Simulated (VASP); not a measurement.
All values below come from LDA (Ceperley-Alder, Perdew-Zunger), VASP's LDA PAW potentials (set 64) (plane waves; VASP).

The input files of a VASP run:

### INCAR
```
SYSTEM = Re
PREC = Accurate
ENCUT = 500
EDIFF = 1E-6
NELM = 100
ALGO = Normal
LREAL = .FALSE.
LASPH = .TRUE.
ISMEAR = 1
SIGMA = 0.1
LMAXMIX = 6
LWAVE = .FALSE.
LCHARG = .FALSE.
IBRION = 2
ISIF = 3
NSW = 40
EDIFFG = -0.02
```

KPOINTS:
```
Automatic mesh
0
Gamma
  15 15 8
```

**POSCAR**
```
Re
1
    1.3698330455    -2.3726203208     0.0000000000
    1.3698330455     2.3726203208    -0.0000000000
    0.0000000000     0.0000000000     4.4275293522
Re
2
Direct
  0.3333330000   0.6666670000   0.2500000000
  0.6666670000   0.3333330000   0.7500000000
```

POTCAR, in this order: Re (LDA.64 set). Program: vasp_std.

Output of the run:

OSZICAR:
```
       N       E                     dE             d eps       ncg     rms          rms(c)
DAV:   1     0.949298407913E+02    0.94930E+02   -0.60871E+03  3455   0.127E+03
DAV:   2    -0.205731436873E+02   -0.11550E+03   -0.10473E+03  4617   0.482E+02
DAV:   3    -0.286240917821E+02   -0.80509E+01   -0.69835E+01  4927   0.154E+02
DAV:   4    -0.289674098879E+02   -0.34332E+00   -0.31116E+00  5044   0.227E+01
DAV:   5    -0.289753541390E+02   -0.79443E-02   -0.73720E-02  5043   0.258E+00    0.446E+01
DAV:   6    -0.278917155236E+02    0.10836E+01   -0.10820E+00  5195   0.185E+01    0.192E+01
DAV:   7    -0.275403366551E+02    0.35138E+00   -0.74112E-01  5293   0.147E+01    0.417E-01
DAV:   8    -0.275295488839E+02    0.10788E-01   -0.88982E-03  5282   0.106E+00    0.190E-01
DAV:   9    -0.275287829044E+02    0.76598E-03   -0.41111E-04  4317   0.229E-01    0.395E-02
DAV:  10    -0.275287709730E+02    0.11931E-04   -0.62268E-05  4808   0.752E-02    0.223E-02
DAV:  11    -0.275287710945E+02   -0.12155E-06   -0.83607E-07  2756   0.213E-02
   1 F= -.27528771E+02 E0= -.27528851E+02  d E =-.275288E+02
       N       E                     dE             d eps       ncg     rms          rms(c)
DAV:   1    -0.275292107421E+02   -0.43977E-03   -0.35794E-02  4572   0.282E+00    0.110E-01
DAV:   2    -0.275288428754E+02    0.36787E-03   -0.43857E-04  5136   0.239E-01    0.551E-02
DAV:   3    -0.275287405288E+02    0.10235E-03   -0.23731E-04  5122   0.146E-01    0.838E-03
DAV:   4    -0.275287407253E+02   -0.19653E-06   -0.72971E-06  4048   0.313E-02
   2 F= -.27528741E+02 E0= -.27528802E+02  d E =0.303692E-04
       N       E                     dE             d eps       ncg     rms          rms(c)
DAV:   1    -0.275289856887E+02   -0.24516E-03   -0.10398E-02  4545   0.152E+00    0.600E-02
DAV:   2    -0.275288777475E+02    0.10794E-03   -0.12769E-04  5103   0.130E-01    0.301E-02
DAV:   3    -0.275288482301E+02    0.29517E-04   -0.68303E-05  5106   0.789E-02    0.463E-03
DAV:   4    -0.275288482615E+02   -0.31433E-07   -0.17925E-06  2678   0.168E-02
   3 F= -.27528848E+02 E0= -.27528920E+02  d E =-.771670E-04
```

### OUTCAR
```
------------------------ aborting loop because EDIFF is reached ----------------------------------------
  FORCE on cell =-STRESS in cart. coord.  units (eV):
  Direction    XX          YY          ZZ          XY          YZ          ZX
  --------------------------------------------------------------------------------------
  Total       -0.0022801     -0.0022801     -0.0025975      0.0000000      0.0000000      0.0000000
  in kB       -0.1269296     -0.1269296     -0.1445971      0.0000000      0.0000000      0.0000000
  external PRESSURE =      -0.1328188 kB  Pullay stress =       0.0000000 kB
  volume of cell :       28.78
      direct lattice vectors                 reciprocal lattice vectors
     1.369128563 -2.371400122  0.000000000     0.365195799 -0.210845903  0.000000000
     1.369128563  2.371400122  0.000000000     0.365195799  0.210845903 -0.000000000
     0.000000000  0.000000000  4.432319252    -0.000000000  0.000000000  0.225615517
 POSITION                                       TOTAL-FORCE (eV/Angst)
 -----------------------------------------------------------------------------------
      1.36913      0.79047      1.10808        -0.000000      0.000000      0.000000
      1.36913     -0.79047      3.32424         0.000000     -0.000000      0.000000
 -----------------------------------------------------------------------------------
    total drift:                               -0.000001      0.000007     -0.000016
  FREE ENERGIE OF THE ION-ELECTRON SYSTEM (eV)
  ---------------------------------------------------
  free  energy   TOTEN  =       -27.5288482615 eV

  energy  without entropy=      -27.5290628018  energy(sigma->0) =      -27.52891977

 reached required accuracy - stopping structural energy minimisation
```
(Selected blocks of OUTCAR.)

**CONTCAR**
```
Re
   1.00000000000000
     1.3691285631560048   -2.3714001217597986    0.0000000000000000
     1.3691285631560048    2.3714001217597986    0.0000000000000000
     0.0000000000000000    0.0000000000000000    4.4323192517435146
  Re
     2
Direct
     0.3333330000000032    0.6666669999999968    0.2500000000000000
     0.6666669999999968    0.3333330000000032    0.7500000000000000
```

The compound is Re in the hcp structure. This run relaxes it. Symmetry was kept, so distortions that lower it aren't found.
